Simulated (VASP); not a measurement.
Consider the following.

```yaml
crystal:
  lattice:
    - [0.00000, 1.74028, 1.77983]
    - [1.74088, 0.00000, 1.77983]
    - [1.74088, 1.74028, 0.00000]
  atoms:
    - { symbol: C, position: [0.00000, 0.00000, 0.00000] }
    - { symbol: C, position: [0.23204, 0.26796, 0.26796] }
```

Calculation: PBEsol GGA, VASP's PBE PAW potentials (set 64) (plane waves; VASP). Numerical set-up: 520 eV cut-off, 12×12×12 Γ-centred mesh, Gaussian smearing of 0.050 eV, potentials C.

Task: Predict the energy per atom (σ→0), pressure, largest force.

Result: 
```json
{
  "energy per atom (σ→0)": "-9.565 eV/atom",
  "pressure": "22.03 GPa",
  "largest_force": "2.552 eV/Å"
}
```

The absolute energy has meaning only against runs of the same code, potentials and settings.

The compound is C in the diamond structure. The cell was not relaxed at this level, atoms are displaced from their ideal sites. The run is one of a series of settings (GGA = PS against the base run), some of them coarse on purpose.
